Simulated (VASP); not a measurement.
Method: PBE GGA, VASP's PBE PAW potentials (set 64) (plane waves; VASP 6.6.1).

Input for VASP

INCAR:
```
# general
SYSTEM = Al
PREC   = Accurate
ENCUT  = 300
LREAL  = .FALSE.
LASPH  = .TRUE.

# electronic loop
EDIFF  = 1E-6
NELM   = 100
ALGO   = Normal

# smearing
ISMEAR = -1
SIGMA  = 0.1

# functional
GGA    = PE

# ions
ISIF   = 2

# output
LWAVE  = .FALSE.
LCHARG = .FALSE.
```

KPOINTS:
```
Automatic mesh
0
Gamma
14 14 14
0 0 0
```

POSCAR:
```
Al
1.0
  0.0000000000   2.0027250000   2.0027250000
  2.0027250000   0.0000000000   2.0027250000
  2.0027250000   2.0027250000   0.0000000000
Al
1
Direct
  0.0000000000   0.0000000000   0.0000000000
```

POTCAR, in this order: Al (PBE.64 set). Program: vasp_std.

Problem. What will the output report for the number of irreducible k-points (NKPTS), largest plane-wave count, number of space-group operations, FFT grid (NGX, NGY, NGZ)?

Solution. 
- number of irreducible k-points (NKPTS) = 104
- largest plane-wave count = 198
- number of space-group operations = 48
- FFT grid (NGX, NGY, NGZ) = 16 × 16 × 16

The structure is a typed Al crystal (Fm-3m). The cell was not relaxed at this level.
